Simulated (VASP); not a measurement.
OSZICAR of a VASP run on ZrGe (relaxed from the WC structure, space group P-6m2):

**OSZICAR**
```
       N       E                     dE             d eps       ncg     rms          rms(c)
DAV:   1     0.178740277064E+03    0.17874E+03   -0.12724E+04  4760   0.307E+03
DAV:   2    -0.245017055546E+02   -0.20324E+03   -0.20053E+03  4579   0.542E+02
DAV:   3    -0.447840174142E+02   -0.20282E+02   -0.20101E+02  5692   0.138E+02
DAV:   4    -0.458033160036E+02   -0.10193E+01   -0.10159E+01  7451   0.274E+01
DAV:   5    -0.458281582571E+02   -0.24842E-01   -0.24420E-01  6064   0.310E+00    0.137E+01
DAV:   6    -0.374612493871E+02    0.83669E+01   -0.59465E+00  7061   0.332E+01    0.352E+00
DAV:   7    -0.375291474914E+02   -0.67898E-01   -0.14444E+00  4823   0.900E+00    0.111E+00
DAV:   8    -0.372514063328E+02    0.27774E+00   -0.12401E+00  5328   0.739E+00    0.819E-01
DAV:   9    -0.374234640813E+02   -0.17206E+00   -0.10755E-01  5294   0.323E+00    0.483E-01
DAV:  10    -0.375696063873E+02   -0.14614E+00   -0.11252E-01  5451   0.266E+00    0.202E-01
DAV:  11    -0.376176416562E+02   -0.48035E-01   -0.32521E-02  4734   0.131E+00    0.949E-02
DAV:  12    -0.376249238332E+02   -0.72822E-02   -0.10885E-02  6615   0.800E-01    0.660E-02
DAV:  13    -0.376234858235E+02    0.14380E-02   -0.18229E-03  5153   0.347E-01    0.388E-02
DAV:  14    -0.376253916252E+02   -0.19058E-02   -0.27293E-03  4629   0.381E-01    0.234E-02
DAV:  15    -0.376256633792E+02   -0.27175E-03   -0.32750E-04  5283   0.133E-01    0.894E-03
DAV:  16    -0.376256933501E+02   -0.29971E-04   -0.29141E-05  6066   0.373E-02    0.552E-03
DAV:  17    -0.376256979168E+02   -0.45667E-05   -0.23981E-06  5725   0.107E-02    0.331E-03
DAV:  18    -0.376257011694E+02   -0.32526E-05   -0.98616E-06  4784   0.196E-02    0.158E-03
DAV:  19    -0.376257066762E+02   -0.55067E-05   -0.77285E-07  5644   0.663E-03    0.125E-03
DAV:  20    -0.376257029869E+02    0.36893E-05   -0.83089E-08  3211   0.266E-03    0.684E-04
DAV:  21    -0.376257026524E+02    0.33446E-06   -0.37423E-08  2462   0.190E-03    0.275E-04
DAV:  22    -0.376257016689E+02    0.98351E-06   -0.24426E-08  2421   0.153E-03    0.123E-04
DAV:  23    -0.376257019068E+02   -0.23793E-06   -0.45605E-09  2399   0.602E-04    0.639E-05
DAV:  24    -0.376257018229E+02    0.83906E-07   -0.12373E-09  2394   0.365E-04
   1 F= -.37625702E+02 E0= -.37625702E+02  d E =0.000000E+00
       N       E                     dE             ncg
```

Which electronic solver shows in the log?

It is blocked Davidson (ALGO = Normal, or the opening steps of other solvers). The INCAR had ALGO = Normal.

Can the final energy be trusted as converged?

The run converged. It stopped with EDIFF = 1E-7, NELM = 100 (r2SCAN meta-GGA, plane waves, VASP's PBE PAW potentials (set 64)).

The structure was generated: ZrGe was put into the WC type (P-6m2), which need not be its known phase. It was relaxed first.
